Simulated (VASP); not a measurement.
Here is the system:

```xyz
4
Lattice="5.2890 0.0000 0.0000 0.0000 8.4415 0.0000 0.0000 0.0000 3.0922" Properties=species:S:1:pos:R:3 pbc="T T T"
Te     4.2573     0.9270     0.7226
Te     1.0317     7.5146     0.7226
Te     1.6128     3.2938     2.3696
Te     3.6762     5.1477     2.3696
```

The numbers are results of r2SCAN meta-GGA, VASP's PBE PAW potentials (set 64) (plane waves; VASP 6.6.1), not measurements. Run with 400 eV cut-off, 7×4×11 Γ-centred mesh, tetrahedra with Blöchl corrections, potentials Te.

For a metal the tetrahedron method with Blöchl corrections gives inexact stress and forces.

Give the force on each atom (eV/Å).

| atom | Fx | Fy | Fz |
|---|---|---|---|
| Te1 | 0.174 | -0.163 | -0.005 |
| Te2 | -0.174 | 0.163 | -0.005 |
| Te3 | 0.174 | 0.163 | 0.005 |
| Te4 | -0.174 | -0.163 | 0.005 |

Give the stress tensor in GPa (positive for a compressed cell).

```
-0.73   0.00   0.00
 0.00  -0.72   0.00
 0.00   0.00   1.01
```
The pressure is its mean diagonal, -0.15 GPa.

The structure comes from a computed database's Te entry (P2_12_12); how it stands against other phases isn't given here. It was relaxed first.
